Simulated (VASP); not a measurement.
# Y2C in VASP: further runs

One slab, Y2C, is run at these levels: PBEsol; tasks: single point.

Everything below comes from runs of VASP 6.6.1. Logs are shortened: lines on timing, memory, paths and dates and some standing lists are left out, and cuts for length are marked.

## (1) The slab as given

The cell holds a slab with vacuum, 6 atoms: a = 3.625 Å, b = 3.625 Å, c = 14.697 Å, α = 90.00°, β = 90.00°, γ = 120.00°.

## (2) Single point, PBEsol

Contents of INCAR:

```
  PREC = Accurate
  ENCUT = 460
  EDIFF = 1E-7
  ISMEAR = 1
  SIGMA = 0.1
  LREAL = False
  LASPH = True
  NELM = 120
  ALGO = Normal
  ISIF = 2
  LWAVE = False
  LCHARG = False
  LDIPOL = True
  IDIPOL = 3
  DIPOL = 0.5 0.5 0.500
  GGA = PS
  NBANDS = 40
  LVHAR = True
  LVACPOTAV = True
```

Contents of KPOINTS:

```
regular mesh
0
Gamma
  16 16 1
```

Contents of POSCAR:

```
Y2C
1.0
    3.6248384738      0.0000000000      0.0000000000
   -1.8124192369      3.1392022029      0.0000000000
    0.0000000000      0.0000000000     14.6970909600
Y C
4 2
Direct
    0.0000000000      0.0000000000      0.2041220272
    0.3333333333      0.6666666667      0.3884504067
    0.6666666667      0.3333333333      0.6115495933
    0.0000000000      0.0000000000      0.7958779728
    0.6666666667      0.3333333333      0.2962862169
    0.3333333333      0.6666666667      0.7037137831
```

Potentials or basis: VASP PAW PBE potentials, release 64 (Y_sv, C).

On the command line:

```bash
cat potpaw_PBE.64/Y_sv/POTCAR potpaw_PBE.64/C/POTCAR > POTCAR
mpirun -np 1 vasp_std > vasp.out
```

OUTCAR:

```text
PREC = Accurate
   ENCUT = 460
   EDIFF = 1E-7
   ISMEAR = 1
   LREAL = False
   LASPH = True
   NELM = 120
   ISIF = 2
   GGA = PS

 Found     30 irreducible k-points:

 Following reciprocal coordinates:
            Coordinates               Weight
  0.000000  0.000000  0.000000      1.000000
  0.062500  0.000000  0.000000      6.000000
  0.125000  0.000000  0.000000      6.000000
  0.187500  0.000000  0.000000      6.000000
  0.250000  0.000000  0.000000      6.000000
  0.312500  0.000000  0.000000      6.000000
   k-points           NKPTS =     30   k-points in BZ     NKDIM =     30   number of bands    NBANDS=     40
   number of dos      NEDOS =    301   number of ions     NIONS =      6
   total plane-waves  NPLWV =  84672
   dimension x,y,z NGX =    28 NGY =   28 NGZ =  108
   dimension x,y,z NGXF=    56 NGYF=   56 NGZF=  216
   ions per type =               4   2
   NGX,Y,Z   is equivalent  to a cutoff of  12.84, 12.84, 12.22 a.u.
   NGXF,Y,Z  is equivalent  to a cutoff of  25.68, 25.68, 24.43 a.u.
 SYSTEM =  unknown system
   PREC   = accura    normal or accurate (medium, high low for compatibility)
   ISTART =      0    job   : 0-new  1-cont  2-samecut
   ICHARG =      2    charge: 1-file 2-atom 10-const
   ISPIN  =      1    spin polarized calculation?
   LNONCOLLINEAR =      F non collinear calculations
   LSORBIT =      F    spin-orbit coupling
   LASPH  =      T    aspherical Exc in radial PAW
   ENCUT  =  460.0 eV  33.81 Ry    5.81 a.u.   6.34  6.34 25.70*2*pi/ulx,y,z
   NELM   =    120;   NELMIN=  2; NELMDL= -5     # of ELM steps
   EDIFF  = 0.1E-06   stopping-criterion for ELM
   LREAL  =      F    real-space projection
   EDIFFG = 0.1E-05   stopping-criterion for IOM
   NSW    =      0    number of steps for IOM
   IBRION =     -1    ionic relax: 0-MD 1-quasi-New 2-CG
   NFREE  =      0    steps in history (QN), initial steepest desc. (CG)
   ISIF   =      2    stress and relaxation
   ISYM   =      2    0-nonsym 1-usesym 2-fastsym
   POTIM  = 0.5000    time-step for ionic-motion
   TEBEG  =    0.0;   TEEND  =   0.0 temperature during run
   PSTRESS=    0.0 pullay stress
   NELECT =      52.0000    total number of electrons
   NUPDOWN=      -1.0000    fix difference up-down
   EMIN   =  10.00;   EMAX   =-10.00  energy-range for DOS
   EFERMI =   0.00;   METHOD = LEGACY
   ISMEAR =     1;   SIGMA  =   0.10  broadening in eV -4-tet -1-fermi 0-gaus
   EFERMI_NEDOS =   21; number of points for ismear=-14 and -15
   IALGO  =     38    algorithm
   IMIX   =      4    mixing-type and parameters
     AMIX     =   0.40;   BMIX     =  1.00
     AMIX_MAG =   1.60;   BMIX_MAG =  1.00
  volume/ion in A,a.u.               =      27.87       188.10
  Fermi-wavevector in a.u.,A,eV,Ry     =   1.109080  2.095857 16.735958  1.230058
  Thomas-Fermi vector in A             =   2.245615
   LORBIT       =      0    0 simple, 1 ext, 2 COOP (PROOUT), +10 PAW based schemes
   GGA     = PS    functional components
   LHFCALC =     F    Hartree Fock is set to
   AEXX    =    0.0000 exact exchange contribution
   IVDW    =     0    specifies the selected vdW correction
   LEPSILON=     F    determine dielectric tensor
   LRPA    =     F    only Hartree local field effects (RPA)
 non-spin polarized calculation
 Methfessel and Paxton  Order N= 1 SIGMA  =   0.10
  energy-cutoff  :      460.00
  volume of cell :      167.24
 maximum number of plane-waves:      3777
 NGX is ok and might be reduce to    28
   NGX = 13   NGY = 13   NGZ = 51

 dipolmoment           0.000000      0.000000     -0.000000 electrons x Angstroem

 number of electron      51.9999998 magnetization

 dipolmoment           0.000000      0.000000      0.000000 electrons x Angstroem

 Free energy of the ion-electron system (eV)
  ---------------------------------------------------
  ext. energy  EPLUGINS =         0.00000000
  ---------------------------------------------------
  free energy    TOTEN  =       -47.47926915 eV

  energy without entropy =      -47.47827561  energy(sigma->0) =      -47.47893797

 E-fermi :   2.2350     XC(G=0):  -8.8434

 val. band max:        2.2305661431   @ k =   0.4375   0.1250   0.0000
 cond. band min:       2.2528593956   @ k =   0.3125   0.1875   0.0000
 fundamental gap:      0.0222932525
 Fermi energy:         2.2350048143

 k-point     1 :       0.0000    0.0000    0.0000
  band No.  band energies     occupation
      1     -40.1778      2.00000
      2     -40.1778      2.00000
      3     -39.6855      2.00000
      4     -39.6736      2.00000
      5     -20.4183      2.00000
      6     -20.4013      2.00000
[... 30 lines left out ...]
     37       5.8138      0.00000
     38       6.1842      0.00000

 k-point     2 :       0.0625    0.0000    0.0000
  band No.  band energies     occupation
      1     -40.1762      2.00000
      2     -40.1761      2.00000
      3     -39.6838      2.00000
      4     -39.6722      2.00000
      5     -20.4138      2.00000
      6     -20.3977      2.00000
[... 30 lines left out ...]
     37       5.8656      0.00000
     38       6.1020      0.00000

 k-point     3 :       0.1250    0.0000    0.0000
  band No.  band energies     occupation
      1     -40.1716      2.00000
      2     -40.1715      2.00000
      3     -39.6793      2.00000
      4     -39.6682      2.00000
      5     -20.4013      2.00000
      6     -20.3878      2.00000
[... 30 lines left out ...]
     37       5.8357      0.00000
     38       6.0624      0.00000

 k-point     4 :       0.1875    0.0000    0.0000
  band No.  band energies     occupation
      1     -40.1647      2.00000
      2     -40.1646      2.00000
      3     -39.6723      2.00000
      4     -39.6622      2.00000
      5     -20.3840      2.00000
      6     -20.3744      2.00000
[... 30 lines left out ...]
     37       5.9103      0.00000
     38       6.0411      0.00000

 k-point     5 :       0.2500    0.0000    0.0000
  band No.  band energies     occupation
      1     -40.1565      2.00000
      2     -40.1565      2.00000
      3     -39.6641      2.00000
      4     -39.6552      2.00000
      5     -20.3691      2.00000
      6     -20.3636      2.00000
[... 30 lines left out ...]
     37       6.0054      0.00000
     38       6.1697      0.00000

 k-point     6 :       0.3125    0.0000    0.0000
  band No.  band energies     occupation
      1     -40.1483      2.00000
      2     -40.1483      2.00000
      3     -39.6557      2.00000
      4     -39.6484      2.00000
      5     -20.3779      2.00000
      6     -20.3767      2.00000
[... 30 lines left out ...]
     37       6.2296      0.00000
     38       6.5892      0.00000

 [... further k-points ...]

 [bands above 38 left out]

------------------------ aborting loop because EDIFF is reached ----------------------------------------

  FORCE on cell =-STRESS in cart. coord.  units (eV):
  Direction    XX          YY          ZZ          XY          YZ          ZX
  --------------------------------------------------------------------------------------
  -------------------------------------------------------------------------------------
  Total       -4.1470828     -4.1470828     -4.5914643     -0.0000000     -0.0000000     -0.0000000
  in kB      -39.7295786    -39.7295786    -43.9868095     -0.0000000     -0.0000000     -0.0000000
  external PRESSURE =     -41.1486555 kB  Pullay stress =       0.0000000 kB

 VOLUME and BASIS-vectors are now :
 -----------------------------------------------------------------------------
  energy-cutoff  :      460.00
  volume of cell :      167.24
      direct lattice vectors                 reciprocal lattice vectors
     3.624838474  0.000000000  0.000000000     0.275874362  0.159276137  0.000000000
    -1.812419237  3.139202203  0.000000000     0.000000000  0.318552274  0.000000000
     0.000000000  0.000000000 14.697090960     0.000000000  0.000000000  0.068040676

 POSITION                                       TOTAL-FORCE (eV/Angst)
 -----------------------------------------------------------------------------------
      0.00000      0.00000      3.00000        -0.000000     -0.000000      0.648618
     -0.00000      2.09280      5.70909        -0.000000      0.000000     -0.379377
      1.81242      1.04640      8.98800         0.000000     -0.000000      0.379377
      0.00000      0.00000     11.69709         0.000000      0.000000     -0.648618
      1.81242      1.04640      4.35455        -0.000000      0.000000     -0.611259
     -0.00000      2.09280     10.34255         0.000000     -0.000000      0.611259
 -----------------------------------------------------------------------------------
    total drift:                                0.000000     -0.000000      0.000000

  FREE ENERGIE OF THE ION-ELECTRON SYSTEM (eV)
  ---------------------------------------------------
  free  energy   TOTEN  =       -47.4792691510 eV

  energy  without entropy=      -47.4782756050  energy(sigma->0) =      -47.47893797
```

OSZICAR:

```text
N       E                     dE             d eps       ncg     rms          rms(c)
DAV:   1     0.274413623066E+03    0.27441E+03   -0.23449E+04  2416   0.112E+03
DAV:   2    -0.285287859237E+02   -0.30294E+03   -0.28835E+03  2840   0.298E+02
DAV:   3    -0.579844240957E+02   -0.29456E+02   -0.29056E+02  3776   0.625E+01
DAV:   4    -0.606948236497E+02   -0.27104E+01   -0.27030E+01  3944   0.175E+01
[... 11 lines left out ...]
DAV:  16    -0.474792695824E+02    0.16723E-04   -0.85074E-05  3328   0.260E-02    0.227E-02
DAV:  17    -0.474792696891E+02   -0.10671E-06   -0.98682E-06  3192   0.102E-02    0.856E-03
DAV:  18    -0.474792689715E+02    0.71762E-06   -0.26047E-06  3144   0.685E-03    0.151E-02
DAV:  19    -0.474792690810E+02   -0.10945E-06   -0.12996E-06  2480   0.351E-03    0.883E-04
DAV:  20    -0.474792691510E+02   -0.70066E-07   -0.51026E-08  1912   0.115E-03
   1 F= -.47479269E+02 E0= -.47478938E+02  d E =-.993546E-03
```

Run time: 3.8 min. Hardware: 1 thread of Intel Xeon Platinum 8559C (Emerald Rapids), shared host; peak memory 0.36 GiB.

The run converged, but some of its settings lie outside the range that counts as converged, so its numbers aren't taken as properties of the slab.

What came out:

```yaml
Free_energy: -47.4793 eV
Largest_force: 0.649 eV/Å
Band_gap_on_the_k_mesh: none (metal or under the smearing width)
```

Caveat: the cutoff is under 1.25 times the usual one of these potentials, so pressure, stress and relaxed cells hold a basis-set (Pulay) error; the PAW data sets were made with another functional, which shifts forces and pressure a little.

## (3) Single point, PBEsol

This run uses another cell than the first one, of 44.94 Å³/atom, 1.612 times its volume.

INCAR is that of step 2.

Contents of KPOINTS:

```
regular mesh
0
Gamma
  11 11 1
```

Contents of POSCAR:

```
Y2C
1.0
    3.6248384738      0.0000000000      0.0000000000
   -1.8124192369      3.1392022029      0.0000000000
    0.0000000000      0.0000000000     23.6970909600
Y C
4 2
Direct
    0.0000000000      0.0000000000      0.3164945441
    0.3333333333      0.6666666667      0.4308162119
    0.6666666667      0.3333333333      0.5691837881
    0.0000000000      0.0000000000      0.6835054559
    0.6666666667      0.3333333333      0.3736553780
    0.3333333333      0.6666666667      0.6263446220
```

Potentials or basis: VASP PAW PBE potentials, release 64 (Y_sv, C).

On the command line:

```bash
cat potpaw_PBE.64/Y_sv/POTCAR potpaw_PBE.64/C/POTCAR > POTCAR
mpirun -np 1 vasp_std > vasp.out
```

Run time: 5.3 min. Hardware: 1 thread of Intel Xeon Platinum 8559C (Emerald Rapids), shared host; peak memory 0.41 GiB.

The run converged, but some of its settings lie outside the range that counts as converged, so its numbers aren't taken as properties of the slab.

What came out:

* Free energy: -47.2542 eV
* Largest force: 0.786 eV/Å
* Band gap on the k mesh: none (metal or under the smearing width)
* Work function of the upper face: 3.92 eV
* Work function of the lower face: 3.92 eV

Caveat: the cutoff is under 1.25 times the usual one of these potentials, so pressure, stress and relaxed cells hold a basis-set (Pulay) error; the PAW data sets were made with another functional, which shifts forces and pressure a little.

## (4) Single point, PBEsol

This run uses another cell than the first one, of 39.25 Å³/atom, 1.408 times its volume.

INCAR: that of step 3 with these lines changed.

```diff
@@ -4,3 +4,3 @@
   ISMEAR = 1
-  SIGMA = 0.1
+  SIGMA = 0.02
   LREAL = False
```

Contents of KPOINTS:

```
regular mesh
0
Gamma
  13 13 1
```

Contents of POSCAR:

```
Y2C
1.0
    3.6248384738      0.0000000000      0.0000000000
   -1.8124192369      3.1392022029      0.0000000000
    0.0000000000      0.0000000000     20.6970909600
Y C
4 2
Direct
    0.0000000000      0.0000000000      0.2898958125
    0.3333333333      0.6666666667      0.4207881666
    0.6666666667      0.3333333333      0.5792118334
    0.0000000000      0.0000000000      0.7101041875
    0.6666666667      0.3333333333      0.3553419896
    0.3333333333      0.6666666667      0.6446580104
```

On the command line:

```bash
cat potpaw_PBE.64/Y_sv/POTCAR potpaw_PBE.64/C/POTCAR > POTCAR
mpirun -np 1 vasp_std > vasp.out
```

Wall time 4.5 min (1 thread of Intel Xeon Platinum 8559C (Emerald Rapids), shared host); peak memory 0.41 GiB.

These settings aren't checked as converged: the numbers below hold their error.

What came out:

| Property | Result |
| --- | --- |
| Free energy | -47.2575 eV |
| Largest force | 0.836 eV/Å |
| Band gap on the k mesh | none (metal or under the smearing width) |

Caveat: the cutoff is under 1.25 times the usual one of these potentials, so pressure, stress and relaxed cells hold a basis-set (Pulay) error; the PAW data sets were made with another functional, which shifts forces and pressure a little.
